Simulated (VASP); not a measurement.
A VASP calculation is set up with these files.

File POSCAR:
```
C
1
    1.2291113545    -2.1288828219    -0.0000000000
    1.2291113545     2.1288828219    -0.0000000000
    0.0000000000     0.0000000000     6.9508186751
C
4
Direct
  0.0000000000   0.0000000000   0.2500000000
  0.0000000000   0.0000000000   0.7500000000
  0.3333330000   0.6666670000   0.2500000000
  0.6666670000   0.3333330000   0.7500000000
```

**KPOINTS**
```
Automatic mesh
0
Gamma
13 13 4
0 0 0
```

### INCAR
```
SYSTEM  =  C
PREC  =  Accurate; ENCUT  =  520; LREAL  =  F
LASPH  =  T
EDIFF  =  1E-6; NELM  =  100; ALGO  =  Normal
LMIXTAU  =  T
ISMEAR  =  1; SIGMA  =  0.1
METAGGA  =  R2SCAN
IBRION  =  2; NSW  =  60; ISIF  =  3
EDIFFG  =  -0.02
LWAVE  =  F; LCHARG  =  F
```

POTCAR, in this order: C (PBE.64 set). Program: vasp_std.

Task: Write an equivalent input for Ansatz.

Result: One equivalent input (not run):
Ansatz 0.2 input:
```yaml
crystal:
  lattice:
    - [1.2291114, -2.1288828, 0.0000000]
    - [1.2291114, 2.1288828, 0.0000000]
    - [0.0000000, 0.0000000, 6.9508187]
  atoms:
    - { symbol: C, position: [0.0000000, 0.0000000, 0.2500000] }
    - { symbol: C, position: [0.0000000, 0.0000000, 0.7500000] }
    - { symbol: C, position: [0.3333330, 0.6666670, 0.2500000] }
    - { symbol: C, position: [0.6666670, 0.3333330, 0.7500000] }
kpoints:
  mp_grid: { grid: [13, 13, 4] }
hamiltonian:
  xc: r2scan
  pseudopotentials: { kind: paw }
scf:
  occupations: { method: methfessel_paxton, width: 0.1 }
  max_iter: 100
relax:
  max_steps: 60
  f_tol: 0.02
  cell: {}
output: { forces: true, stress: true, eigenvalues: true }
```
What does not carry over: each code has its own PAW files, so the cut-off isn't converted (ENCUT is set for VASP's; basis.ecutwfc is left out, and Ansatz then takes the one that its files recommend); Ansatz stops its SCF on the density residual and VASP on the energy change (EDIFF).

The compound is C in the graphite structure. This run relaxes it. Symmetry was kept, so distortions that lower it aren't found. The start is the result of an earlier pass.
